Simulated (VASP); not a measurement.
Here is the system:

```yaml
crystal:
  lattice:
    - [0.00000, 2.17758, 2.17758]
    - [2.17758, 0.00000, 2.17758]
    - [2.17758, 2.17758, 0.00000]
  atoms:
    - { symbol: Si, position: [0.00000, 0.00000, 0.00000] }
    - { symbol: C, position: [0.25000, 0.25000, 0.25000] }
```

All values below come from r2SCAN meta-GGA, VASP's PBE PAW potentials (set 64) (plane waves; VASP). Numerical set-up: 520 eV cut-off, 10×10×10 Γ-centred mesh, Gaussian smearing of 0.050 eV, potentials Si C.

Predict the energy per atom (σ→0), band gap (on the k-mesh) with the smallest direct gap where there is one.

band gap (on the k-mesh): 1.72 eV
smallest direct gap (on the k-mesh): 5.06 eV
energy per atom (σ→0): -9.663 eV/atom

The compound is SiC in the zinc blende structure. It was relaxed first.
